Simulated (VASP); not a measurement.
```
SnO2
1.0
    4.77073     0.00000     0.00000
    0.00000     4.77073     0.00000
    0.00000     0.00000     3.21951
Sn O
2 4
Direct
  0.00000   0.00000   0.00000
  0.50000   0.50000   0.50000
  0.30640   0.30640   0.00000
  0.19360   0.80640   0.50000
  0.69360   0.69360   0.00000
  0.80640   0.19360   0.50000
```

Method: PBEsol GGA, VASP's PBE PAW potentials (set 64) (plane waves; VASP). Settings: 520 eV cut-off, 4×4×6 Γ-centred mesh, Gaussian smearing of 0.050 eV, potentials Sn_d O.

Unless said otherwise, spin-orbit coupling is left out, though it shifts the bands of the heavy elements here.

### Question
Predict the energy per atom (σ→0), band gap (on the k-mesh) with the smallest direct gap where there is one.

### Answer

```json
{
 "band gap (on the k-mesh)": "0.88 eV",
 "smallest direct gap (on the k-mesh)": "0.88 eV",
 "energy per atom (σ→0)": "-6.612 eV/atom"
}
```

The absolute energy has meaning only against runs of the same code, potentials and settings.

The structure comes from a measured SnO2 entry (P4_2/mnm) of the Crystallography Open Database, whose conditions weren't checked. It was relaxed first. The start is the result of an earlier pass.
